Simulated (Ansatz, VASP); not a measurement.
# BaTiH3 in VASP and in Ansatz

```
Ba Ti H
1.0
     4.12053    0.00000    0.00000
     0.00000    4.12053    0.00000
     0.00000    0.00000    4.12053
Ba Ti H
1 1 3
Direct
  0.50000 0.50000 0.50000
  0.00000 0.00000 0.00000
  0.50000 0.00000 0.00000
  0.00000 0.50000 0.00000
  0.00000 0.00000 0.50000
```

The cell was built by a generator and needn't be a form met in nature.

Alike in both runs: task relaxation of cell and atoms; functional PBE; k mesh 10 × 10 × 10; occupations gaussian, width 0.1 eV; no spin polarisation; Hubbard terms Ti d U = 4.0 eV.

```csv
,VASP,Ansatz
version,VASP 6.6.1,Ansatz 0.2.0
potentials or method,"VASP PAW PBE potentials, release 64 (Ba_sv, Ti_sv, H)","scalar-relativistic, plane waves, PAW"
plane-wave cutoff (eV),600,420
valence electrons in the cell,25,25
```

|  | VASP | Ansatz | Ansatz less VASP |
| --- | --- | --- | --- |
| gap on the k mesh at the Fermi level, each at its own relaxed structure (eV) | none | none | - |
| relaxed volume (Å³/atom) | 14.06 | 14.03 | -0.035 |
| relaxed cell length with the largest relative difference (Å) | 4.127 | 4.124 | -0.0034 |

The programs project onto different local orbitals, so the same U acts differently. A gap of «none» marks a metal or a gap that the smearing closes. Ansatz warned: «filled_band_counts_differ_across_k_points».

Caveats: U without spin polarisation on a metal has little footing; the U is typed as a test and isn't derived for this compound. Spin-orbit coupling is left out, which matters for the levels of Ba.
